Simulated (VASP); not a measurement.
Runs of VASP 6.6.1 on GaAs. It takes space group F-43m (No. 216, cubic). The conventional cell has a = 5.782 Å, b = 5.782 Å, c = 5.782 Å, α = 90.00°, β = 90.00°, γ = 90.00°. Ga (site symmetry -43m) is surrounded by 4 As at 2.50 Å. As (site symmetry -43m) is surrounded by 4 Ga at 2.50 Å. The cell was built by a generator and isn't the measured one.

```csv
level,potentials or basis,pressure (GPa),moment (μB)
r2SCAN,"VASP PAW PBE potentials, release 64 (Ga_d, As)",-3.7,0.00
LDA,"VASP PAW LDA potentials, release 64 (Ga_d, As)",-5.3,0.00
PBE,"VASP PAW PBE potentials, release 64 (Ga_d, As)",(a),0.00
TB-mBJ,"VASP PAW PBE potentials, release 64 (Ga_d, As)",-,0.00
```

Alike in all rows: task single point; spin non-collinear, zero start, SOC; cell as given; k mesh 8 × 8 × 8; cutoff (eV) 520; smearing gaussian 0.02 eV.

**Question.** Estimate the missing entries.

**Answer.** (a) -0.9.

Caveats: the PAW data sets were made with another functional, which shifts forces and pressure a little (some runs).

Not every run made on this cell is shown here.
